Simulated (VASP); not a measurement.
Consider the following.

```
CELL_PARAMETERS angstrom
      3.65503     0.00000     0.00000
     -1.82752     3.16535     0.00000
      0.00000     0.00000     6.69494
ATOMIC_POSITIONS crystal
  Hf 0.00000 0.00000 0.00000
  Hf 0.00000 0.00000 0.50000
  Si 0.33333 0.66667 0.25000
  Si 0.66667 0.33333 0.75000
```

Level of theory: PBEsol GGA, VASP's PBE PAW potentials (set 64) (plane waves; VASP). Run with 400 eV cut-off, Gaussian smearing of 0.050 eV, potentials Hf_pv Si.

**Question.** Give the energies of bands 7 to 17 at the high-symmetry points, in eV from the Fermi level.

**Answer.** 
| band | Γ | M | K | A | L | H |
|---|---|---|---|---|---|---|
| 7 | -10.12 | -7.62 | -6.81 | -9.13 | -7.11 | -6.79 |
| 8 | -7.16 | -6.58 | -6.81 | -9.13 | -7.11 | -6.79 |
| 9 | -5.67 | -5.06 | -4.32 | -2.94 | -4.33 | -3.39 |
| 10 | -1.38 | -3.17 | -3.40 | -2.94 | -4.33 | -3.39 |
| 11 | -1.38 | -2.19 | -3.40 | -0.62 | -1.75 | -2.93 |
| 12 | -1.35 | -1.68 | -2.05 | -0.62 | -1.75 | -2.93 |
| 13 | 0.71 | -1.41 | -2.05 | -0.62 | -0.80 | -1.96 |
| 14 | 0.71 | -1.35 | -0.70 | -0.62 | -0.80 | -1.96 |
| 15 | 0.88 | 0.68 | 1.66 | 1.72 | 0.00 | 0.72 |
| 16 | 0.88 | 0.89 | 1.66 | 1.72 | 0.00 | 0.72 |
| 17 | 1.63 | 2.59 | 2.23 | 1.72 | 3.93 | 2.76 |

It has no gap at this level: it comes out as a metal or semimetal.

The structure was generated: HfSi was put into the NiAs type type (P6_3/mmc), which need not be its known phase. It was relaxed first, which changed the volume by -32 %.
